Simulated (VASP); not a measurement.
## Al (relaxed from the dhcp structure, space group P6_3/mmc): computed properties

The numbers are results of PBEsol GGA, VASP's PBE PAW potentials (set 64) (plane waves; VASP 6.6.1), not measurements.

For Al, the space group comes out as P6_3/mmc (194). The cell is a = 2.832 Å, b = 2.832 Å, c = 9.377 Å, α = 90.00°, β = 90.00°, γ = 120.00° and the volume per atom is 16.28 Å³/atom. The band gap (over mesh and band path) comes out as none (metal, semimetal or under 0.01 eV) and the density is 2.75 g/cm³.

```
Al
1.0
    2.83187     0.00000     0.00000
   -1.41594     2.45248     0.00000
    0.00000     0.00000     9.37660
Al
4
Direct
  0.00000   0.00000   0.00000
  0.00000   0.00000   0.50000
  0.33333   0.66667   0.25000
  0.66667   0.33333   0.75000
```

The structure was generated: Al was put into the dhcp type (P6_3/mmc), which need not be its known phase. It was relaxed first. Symmetry was kept, so distortions that lower it aren't found.
